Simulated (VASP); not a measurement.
# H2SO2 in VASP: notebook

The runs below take H2SO2 through single point, with PBE+D3(BJ).

Program: VASP 6.6.1. These are calculated values, not measurements. Logs are shortened: lines on timing, memory, paths and dates and some standing lists are left out, and cuts for length are marked.

## 1. Starting point

The cell holds a amorphous, 25 atoms: a = 7.764 Å, b = 7.764 Å, c = 7.764 Å, α = 90.00°, β = 90.00°, γ = 90.00°.

The cell was built by a generator and needn't be a form met in nature.

## 2. Single point, PBE+D3(BJ)

INCAR

```
PREC = Accurate ; ENCUT = 520
EDIFF = 1E-6 ; ISMEAR = -1
SIGMA = 0.05 ; LREAL = Auto
LASPH = True ; NELM = 100
ALGO = Fast ; ISIF = 2
LWAVE = False ; LCHARG = False
GGA = PE ; IVDW = 12
NBANDS = 68
```

KPOINTS

```
regular mesh
0
Gamma
  1 1 1
```

POSCAR

```
H2SO2
1.0
    7.7639360000      0.0000000000      0.0000000000
    0.0000000000      7.7639360000      0.0000000000
    0.0000000000      0.0000000000      7.7639360000
S O H
5 10 10
Direct
    0.0710077981      0.9246212230      0.3012389592
    0.5276447410      0.6528518525      0.4245140609
    0.8546567102      0.9565251439      0.8481136372
    0.0150567959      0.4483679412      0.5275803407
    0.3208424181      0.7047456342      0.9262183511
    0.2547548048      0.9650131068      0.2962157339
    0.0024085721      0.8586624104      0.4572423060
    0.5671479002      0.6717726679      0.2423899424
    0.6173930336      0.5174050894      0.5080412822
    0.9184645520      1.1214801358      0.7922527955
    0.7236278094      0.8638401965      0.7453564790
    0.1891051137      0.5018459709      0.5744637771
   -0.0192943373      0.2918236317      0.4377676477
    0.2876891309      0.8736676861      0.8656562857
    0.1935487361      0.6283797290      1.0394856423
    0.4273090350      0.1520878070      0.6192220029
    0.4530176447      0.2060681592      0.5441441042
    0.8479204362      0.6181400774      0.0649670476
    0.7912223903      0.5520009439      0.0165637635
    0.4704958928      0.3316101524      0.8751360135
    0.4938732107      0.3943875890      0.9408114647
    0.6833776064      0.0449385466      0.3696321041
    0.7095498984      0.0934191111      0.2850487176
    0.3509302498      0.2715375294      0.2060037589
    0.4254285455      0.2412951369      0.2650588567
```

Potentials or basis: VASP PAW PBE potentials, release 64 (S, O, H).

The run is started by

```sh
$ cat potpaw_PBE.64/S/POTCAR potpaw_PBE.64/O/POTCAR potpaw_PBE.64/H/POTCAR > POTCAR
$ mpirun -np 1 vasp_gam > vasp.out
```

OUTCAR:

```text
PREC = Accurate
   ENCUT = 520
   EDIFF = 1E-6
   ISMEAR = -1
   LREAL = Auto
   LASPH = True
   NELM = 100
   ISIF = 2
   GGA = PE
   IVDW = 12
 IVDW          = 12

 ion  position               nearest neighbor table
   1  0.071  0.925  0.301-   7 1.42   6 1.46
   2  0.528  0.653  0.425-   9 1.42   8 1.45
   3  0.855  0.957  0.848-  10 1.44  11 1.48
   4  0.015  0.448  0.528-  13 1.43  12 1.46
   5  0.321  0.705  0.926-  14 1.42  15 1.45
   6  0.255  0.965  0.296-   1 1.46
   7  0.002  0.859  0.457-   1 1.42
   8  0.567  0.672  0.242-   2 1.45
   9  0.617  0.517  0.508-   2 1.42
  10  0.918  0.121  0.792-   3 1.44
  11  0.724  0.864  0.745-   3 1.48
[... 12 lines left out ...]
  24  0.351  0.272  0.206-  25 0.77
  25  0.425  0.241  0.265-  24 0.77

  LATTYP: Found a simple cubic cell.
 ALAT       =     7.7639360000

  Lattice vectors:

 A1 = (   7.7639360000,   0.0000000000,   0.0000000000)
 A2 = (   0.0000000000,   7.7639360000,   0.0000000000)
 A3 = (   0.0000000000,   0.0000000000,   7.7639360000)

Analysis of symmetry for initial positions (statically):
=====================================================================
 Subroutine PRICEL returns:
 Original cell was already a primitive cell.

 Routine SETGRP: Setting up the symmetry group for a
 simple cubic supercell.

 Subroutine GETGRP returns: Found  1 space group operations
 (whereof  1 operations were pure point group operations)
 out of a pool of 48 trial point group operations.

The static configuration has the point symmetry C_1 .

Analysis of symmetry for dynamics (positions and initial velocities):
=====================================================================
 Subroutine PRICEL returns:
 Original cell was already a primitive cell.

 Routine SETGRP: Setting up the symmetry group for a
 simple cubic supercell.

 Subroutine GETGRP returns: Found  1 space group operations
 (whereof  1 operations were pure point group operations)
 out of a pool of 48 trial point group operations.

The dynamic configuration has the point symmetry C_1 .

 Subroutine INISYM returns: Found  1 space group operations
 (whereof  1 operations are pure point group operations),
 and found     1 'primitive' translations

----------------------------------------------------------------------------------------

                                     Primitive cell

  volume of cell :     468.0000

  direct lattice vectors                    reciprocal lattice vectors
     7.763936000  0.000000000  0.000000000     0.128800650  0.000000000  0.000000000
     0.000000000  7.763936000  0.000000000     0.000000000  0.128800650  0.000000000
     0.000000000  0.000000000  7.763936000     0.000000000  0.000000000  0.128800650

  length of vectors
     7.763936000  7.763936000  7.763936000     0.128800650  0.128800650  0.128800650

  position of ions in fractional coordinates (direct lattice)
     0.071007798  0.924621223  0.301238959
     0.527644741  0.652851852  0.424514061
     0.854656710  0.956525144  0.848113637
     0.015056796  0.448367941  0.527580341
     0.320842418  0.704745634  0.926218351
     0.254754805  0.965013107  0.296215734
[... 17 lines left out ...]
     0.350930250  0.271537529  0.206003759
     0.425428545  0.241295137  0.265058857

  ion indices of the primitive-cell ions
   primitive index   ion index
                 1           1
                 2           2
                 3           3
                 4           4
                 5           5
                 6           6
[... 17 lines left out ...]
                24          24
                25          25

----------------------------------------------------------------------------------------

 KPOINTS: regular mesh

Automatic generation of k-mesh.
 Grid dimensions read from file:
 generate k-points for:    1    1    1

 Generating k-lattice:

  Cartesian coordinates                     Fractional coordinates (reciprocal lattice)
     0.128800650  0.000000000  0.000000000     1.000000000  0.000000000  0.000000000
     0.000000000  0.128800650  0.000000000     0.000000000  1.000000000  0.000000000
     0.000000000  0.000000000  0.128800650     0.000000000  0.000000000  1.000000000

  Length of vectors
     0.128800650  0.128800650  0.128800650

  Shift w.r.t. Gamma in fractional coordinates (k-lattice)
     0.000000000  0.000000000  0.000000000

 Subroutine IBZKPT returns following result:
 ===========================================

 Found      1 irreducible k-points:

 Following reciprocal coordinates:
            Coordinates               Weight
  0.000000  0.000000  0.000000      1.000000
   k-points           NKPTS =      1   k-points in BZ     NKDIM =      1   number of bands    NBANDS=     68
   number of dos      NEDOS =    301   number of ions     NIONS =     25
   total plane-waves  NPLWV = 216000
   dimension x,y,z NGX =    60 NGY =   60 NGZ =   60
   dimension x,y,z NGXF=   120 NGYF=  120 NGZF=  120
   ions per type =               5  10  10
   NGX,Y,Z   is equivalent  to a cutoff of  12.85, 12.85, 12.85 a.u.
   NGXF,Y,Z  is equivalent  to a cutoff of  25.70, 25.70, 25.70 a.u.
 SYSTEM =  unknown system
   PREC   = accura    normal or accurate (medium, high low for compatibility)
   ISTART =      0    job   : 0-new  1-cont  2-samecut
   ICHARG =      2    charge: 1-file 2-atom 10-const
   ISPIN  =      1    spin polarized calculation?
   LNONCOLLINEAR =      F non collinear calculations
   LSORBIT =      F    spin-orbit coupling
   LASPH  =      T    aspherical Exc in radial PAW
   ENCUT  =  520.0 eV  38.22 Ry    6.18 a.u.  14.44 14.44 14.44*2*pi/ulx,y,z
   NELM   =    100;   NELMIN=  2; NELMDL= -5     # of ELM steps
   EDIFF  = 0.1E-05   stopping-criterion for ELM
   LREAL  =      T    real-space projection
   EDIFFG = 0.1E-04   stopping-criterion for IOM
   NSW    =      0    number of steps for IOM
[... 5 lines left out ...]
   TEBEG  =    0.0;   TEEND  =   0.0 temperature during run
   PSTRESS=    0.0 pullay stress
   NELECT =     100.0000    total number of electrons
   NUPDOWN=      -1.0000    fix difference up-down
   EMIN   =  10.00;   EMAX   =-10.00  energy-range for DOS
   EFERMI =   0.00;   METHOD = LEGACY
   ISMEAR =    -1;   SIGMA  =   0.05  broadening in eV -4-tet -1-fermi 0-gaus
   EFERMI_NEDOS =   21; number of points for ismear=-14 and -15
   IALGO  =     68    algorithm
   IMIX   =      4    mixing-type and parameters
     AMIX     =   0.40;   BMIX     =  1.00
     AMIX_MAG =   1.60;   BMIX_MAG =  1.00
  volume/ion in A,a.u.               =      18.72       126.33
  Fermi-wavevector in a.u.,A,eV,Ry     =   0.978722  1.849517 13.032989  0.957898
  Thomas-Fermi vector in A             =   2.109520
   LORBIT       =      0    0 simple, 1 ext, 2 COOP (PROOUT), +10 PAW based schemes
   GGA     = PE    functional components
   LHFCALC =     F    Hartree Fock is set to
   AEXX    =    0.0000 exact exchange contribution
   IVDW    =    12    specifies the selected vdW correction
   LEPSILON=     F    determine dielectric tensor
   LRPA    =     F    only Hartree local field effects (RPA)
 non-spin polarized calculation
 RMM-DIIS sequential band-by-band and
  energy-cutoff  :      520.00
  volume of cell :      468.00
 maximum number of plane-waves:      6279
 NGX is ok and might be reduce to    60
   NGX = 29   NGY = 29   NGZ = 29

 number of electron     100.0000007 magnetization

 Free energy of the ion-electron system (eV)
  ---------------------------------------------------
  ext. energy  EPLUGINS =         0.00000000
  ---------------------------------------------------
  free energy    TOTEN  =      -119.16999788 eV

  energy without entropy =     -119.16999788  energy(sigma->0) =     -119.16999788

 E-fermi :  -2.6237     XC(G=0):  -6.4144

 val. band max:       -3.8535161632   @ k =   0.0000   0.0000   0.0000
 cond. band min:      -0.6764332196   @ k =   0.0000   0.0000   0.0000
 fundamental gap:      3.1770829435
 Fermi energy:        -2.6236989571

 k-point     1 :       0.0000    0.0000    0.0000
  band No.  band energies     occupation
      1     -25.0952      2.00000
      2     -25.0494      2.00000
      3     -24.9708      2.00000
      4     -24.9429      2.00000
      5     -24.7394      2.00000
      6     -22.6883      2.00000
[... 54 lines left out ...]
     61       4.1725      0.00000
     62       4.6043      0.00000
 [bands above 62 left out]

------------------------ aborting loop because EDIFF is reached ----------------------------------------

 Edisp (eV)   -1.33782

 E8    (eV) :    -0.3648

  FORCE on cell =-STRESS in cart. coord.  units (eV):
  Direction    XX          YY          ZZ          XY          YZ          ZX
  --------------------------------------------------------------------------------------
  -------------------------------------------------------------------------------------
  Total      -1.79610     4.79929     1.97754    -2.57707    -3.31020    -1.55709
  in kB      -6.14888    16.43017     6.77001    -8.82248   -11.33231    -5.33064
  external pressure =        5.68 kB  Pullay stress =        0.00 kB

 VOLUME and BASIS-vectors are now :
 -----------------------------------------------------------------------------
  energy-cutoff  :      520.00
  volume of cell :      468.00
      direct lattice vectors                 reciprocal lattice vectors
     7.763936000  0.000000000  0.000000000     0.128800650  0.000000000  0.000000000
     0.000000000  7.763936000  0.000000000     0.000000000  0.128800650  0.000000000
     0.000000000  0.000000000  7.763936000     0.000000000  0.000000000  0.128800650

 POSITION                                       TOTAL-FORCE (eV/Angst)
 -----------------------------------------------------------------------------------
      0.55130      7.17870      2.33880         1.495550      1.026281     -1.540913
      4.09660      5.06870      3.29590        -0.551438      1.131019     -1.092921
      6.63550      7.42640      6.58470        -1.037172     -1.221322     -0.483360
      0.11690      3.48110      4.09610        -0.096758      1.447212      0.880871
      2.49100      5.47160      7.19110         0.431978     -1.589436      0.523705
      1.97790      7.49230      2.29980        -0.763554     -0.371844     -0.011595
[... 17 lines left out ...]
      2.72460      2.10820      1.59940         0.620324     -0.115361      0.432982
      3.30300      1.87340      2.05790        -0.571370      0.325994     -0.477720
 -----------------------------------------------------------------------------------
    total drift:                               -0.007668      0.003729     -0.006135

  FREE ENERGIE OF THE ION-ELECTRON SYSTEM (eV)
  ---------------------------------------------------
  free  energy   TOTEN  =      -120.5078176432 eV

  energy  without entropy=     -120.5078176432  energy(sigma->0) =     -120.50781764
```

Run time: 38 s. Hardware: 1 thread of Intel Xeon 6975P-C (Granite Rapids), shared host; peak memory 0.49 GiB.

Results:

- Free energy: -120.5078 eV
- Pressure: 0.6 GPa
- Largest force: 2.380 eV/Å
- Band gap on the k mesh: 3.18 eV, direct
- Dispersion energy per atom: -0.054 eV

Forces on the atoms (eV/Å):
```
S    1.496  1.026 -1.541
S   -0.551  1.131 -1.093
S   -1.037 -1.221 -0.483
S   -0.097  1.447  0.881
S    0.432 -1.589  0.524
O   -0.764 -0.372 -0.012
O   -0.765 -0.833  1.603
O   -0.359  0.305 -0.015
O    0.795 -1.371  1.253
O   -0.040  0.360 -0.224
O    0.998  0.910  0.714
O   -0.172 -0.472 -0.290
O    0.311 -0.991 -0.657
O   -0.354  1.836 -0.706
O   -0.113 -0.130  0.174
H   -0.053 -0.147  0.157
H    0.048  0.096 -0.076
H   -0.371 -0.591 -0.436
H    0.490  0.491  0.329
H   -0.167 -0.549 -0.598
H    0.257  0.422  0.571
H    0.263  0.497 -0.857
H   -0.295 -0.467  0.828
H    0.620 -0.115  0.433
H   -0.571  0.326 -0.478
```

Expect the measured gap to be larger: semilocal functionals such as PBE lack the derivative discontinuity.

[end of part 1 of 2]
